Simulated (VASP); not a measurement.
All values below come from r2SCAN meta-GGA, VASP's PBE PAW potentials (set 64) (plane waves; VASP 6.6.1).

The input files of a VASP run:

### KPOINTS
```
Automatic mesh
0
Gamma
9 9 9
0 0 0
```

INCAR:
```
SYSTEM = Sr
PREC = Accurate; ENCUT = 480; LREAL = .FALSE.
LASPH = .TRUE.
EDIFF = 1E-6; NELM = 100; ALGO = Normal
LMAXMIX = 4; LMIXTAU = .TRUE.
ISMEAR = 1; SIGMA = 0.1
METAGGA = R2SCAN
IBRION = 2; NSW = 60; ISIF = 3
EDIFFG = -0.01
LWAVE = .FALSE.; LCHARG = .FALSE.
```

POSCAR:
```
Sr
1.0
  0.0000000000   3.0400000000   3.0400000000
  3.0400000000   0.0000000000   3.0400000000
  3.0400000000   3.0400000000   0.0000000000
Sr
1
Direct
  0.0000000000   0.0000000000   0.0000000000
```

POTCAR, in this order: Sr_sv (PBE.64 set). Program: vasp_std.

Predict the energy per atom (σ→0), volume per atom, band gap (on the k-mesh).

```
Item                                                        Result
------------------------  ----------------------------------------
energy per atom (σ→0)                              -15.093 eV/atom
band gap (on the k-mesh)  none (metal, semimetal or under 0.01 eV)
volume per atom                                     56.58 Å^3/atom
```

File OSZICAR:
```
...
DAV:   3    -0.150941424552E+02    0.10558E-03   -0.46522E-04   858   0.167E-01    0.258E-02
DAV:   4    -0.150941409112E+02    0.15441E-05   -0.78562E-05   655   0.955E-02    0.256E-02
DAV:   5    -0.150941600629E+02   -0.19152E-04   -0.44078E-05   750   0.409E-02    0.102E-02
DAV:   6    -0.150941477829E+02    0.12280E-04   -0.16369E-05   694   0.371E-02    0.330E-03
DAV:   7    -0.150941427236E+02    0.50593E-05   -0.28855E-05   630   0.590E-02    0.669E-03
DAV:   8    -0.150941453003E+02   -0.25767E-05   -0.19523E-05   630   0.465E-02    0.120E-03
DAV:   9    -0.150941462541E+02   -0.95376E-06   -0.77631E-07   611   0.939E-03
   3 F= -.15094146E+02 E0= -.15093080E+02  d E =-.128334E-03
```

The compound is Sr in the fcc structure. This run relaxes it. Symmetry was kept, so distortions that lower it aren't found.
